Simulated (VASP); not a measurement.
Method: LDA (Ceperley-Alder, Perdew-Zunger), VASP's LDA PAW potentials (set 64) (plane waves; VASP 6.6.1).

A VASP calculation is set up with these files.

### POSCAR
```
ZnSe
1.0
  0.0000000000   2.5727855617   2.5727855617
  2.5727855617   0.0000000000   2.5727855617
  2.5727855617   2.5727855617   0.0000000000
Zn Se
1 1
direct
  0.0000000000   0.0000000000   0.0000000000
  0.2500000000   0.2500000000   0.2500000000
```

INCAR:
```
! general
SYSTEM   =  ZnSe
PREC     =  Accurate
ENCUT    =  500   ! plane-wave cut-off (eV)
LREAL    =  .False.   ! projection in real space or not
LASPH    =  .True.   ! aspherical one-centre terms

! electronic loop
EDIFF    =  1E-6   ! SCF stop (eV)
NELM     =  100   ! most electronic steps
ALGO     =  Normal
LMAXMIX  =  4   ! l cut-off of mixed one-centre charges

! smearing
ISMEAR   =  0   ! Gaussian
SIGMA    =  0.05   ! width (eV)

! ions
IBRION   =  2   ! conjugate gradients
NSW      =  40   ! most ionic steps
ISIF     =  3   ! ions, shape and volume
EDIFFG   =  -0.02   ! ionic stop
PSTRESS  =  300

! output
LWAVE    =  .False.
LCHARG   =  .False.
```

File KPOINTS:
```
kpoints
0
Gamma
 9 9 9
```

POTCAR, in this order: Zn Se (LDA.64 set). Program: vasp_std.

### Question
What will the output report for the number of irreducible k-points (NKPTS), largest plane-wave count, number of space-group operations, FFT grid (NGX, NGY, NGZ)?

### Answer

* **number of irreducible k-points (NKPTS)**: 35
* **largest plane-wave count**: 893
* **number of space-group operations**: 24
* **FFT grid (NGX, NGY, NGZ)**: 28 × 28 × 28

The compound is ZnSe in the zinc blende structure. It was relaxed first under an external pressure of 30 GPa.
